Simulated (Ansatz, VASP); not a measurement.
One calculation of Mg3C, two programs

```xyz
4
Lattice="4.4570 0.0000 0.0000 -2.2285 3.8599 0.0000 0.0000 0.0000 4.2592" Properties=species:S:1:pos:R:3 pbc="T T T"
Mg    0.0000    0.0000    2.1296
Mg    0.0000    2.5733    0.0000
Mg    2.2285    1.2866    0.0000
C     0.0000    0.0000    0.0000
```

Change from the starting cell: species swapped into the Li3N type (P6/mmm, No. 191).

Alike in both runs: functional PBE; k mesh 12 × 12 × 12; occupations gaussian, width 0.1 eV; no spin polarisation.

Ansatz relaxed the structure, and its values are those at the end. VASP's run is a single point on that final structure, the one shown.

```csv
,VASP,Ansatz
version,VASP 6.6.1,Ansatz 0.2.0
potentials or method,"VASP PAW PBE potentials, release 64 (Mg, C)","scalar-relativistic, plane waves, PAW"
plane-wave cutoff (eV),520,420
valence electrons in the cell,10,34
```

Ansatz gave:

| Quantity | Value |
| --- | --- |
| gap on the k mesh at the Fermi level (eV) | none |
| pressure (GPa) | 0.0 |

Question: What did VASP give for the same quantities?

Answer: gap on the k mesh at the Fermi level (eV): none; pressure (GPa): -0.1.

A gap of «none» marks a metal or a gap that the smearing closes. The two sets of potentials don't hold the same shells in valence.
